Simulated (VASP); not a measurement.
The input files of a VASP run:

File POSCAR:
```
GaP
1.0
  3.8552773061   0.0000000000   0.0000000000
  0.0000000000   3.8552773061   0.0000000000
  0.0000000000   0.0000000000   5.3958891801
Ga P
2 2
Cart
  3.8552773061   0.0000000000   5.3958891801
  1.9276386531   1.9276386531   2.6979445901
  1.9276386531   3.8552773061   1.3489722950
  3.8552773061   1.9276386531   4.0469168851
```

INCAR:
```
SYSTEM = GaP
PREC = Accurate
ENCUT = 400
EDIFF = 1E-6
NELM = 100
ALGO = Normal
LREAL = .FALSE.
LASPH = .TRUE.
ISMEAR = 0
SIGMA = 0.05
GGA = PS
LMAXMIX = 4
LWAVE = .FALSE.
LCHARG = .FALSE.
IBRION = 2
ISIF = 3
NSW = 60
EDIFFG = -0.02
```

File KPOINTS:
```
Automatic mesh
0
Gamma
5 5 4
0 0 0
```

POTCAR, in this order: Ga_d P (PBE.64 set). Program: vasp_std.

Problem. Write an equivalent input for Quantum ESPRESSO's pw.x.

Solution. One equivalent input (not run):
```
&CONTROL
  calculation = 'vc-relax'
  pseudo_dir = './pseudo'
  outdir = './out'
  tprnfor = .true.
  tstress = .true.
  nstep = 60
  forc_conv_thr = 0.00078
/
&SYSTEM
  ibrav = 0
  nat = 4
  ntyp = 2
  ecutwfc = 80
  occupations = 'smearing'
  smearing = 'gaussian'
  degauss = 0.003675
  input_dft = 'pbesol'
/
&ELECTRONS
  conv_thr = 7.3e-08
  electron_maxstep = 100
/
&IONS
/
&CELL
/
ATOMIC_SPECIES
  Ga 69.723 Ga.upf
  P 30.974 P.upf
CELL_PARAMETERS angstrom
     3.8552773    0.0000000    0.0000000
     0.0000000    3.8552773    0.0000000
     0.0000000    0.0000000    5.3958892
ATOMIC_POSITIONS crystal
  Ga   1.0000000  0.0000000  1.0000000
  Ga   0.5000000  0.5000000  0.5000000
  P    0.5000000  1.0000000  0.2500000
  P    1.0000000  0.5000000  0.7500000
K_POINTS automatic
  5 5 4 0 0 0
```
What does not carry over: the potentials are each code's own (VASP's PAW set, PseudoDojo norm-conserving files in pw.x), so ENCUT and ecutwfc are chosen apart and not converted; conv_thr bounds pw.x's estimated SCF error, while EDIFF bounds the energy change between steps; forc_conv_thr acts on force components and is met together with etot_conv_thr.

The compound is GaP in the zinc blende structure. This run relaxes it. Symmetry was kept, so distortions that lower it aren't found. The start is the result of an earlier pass.
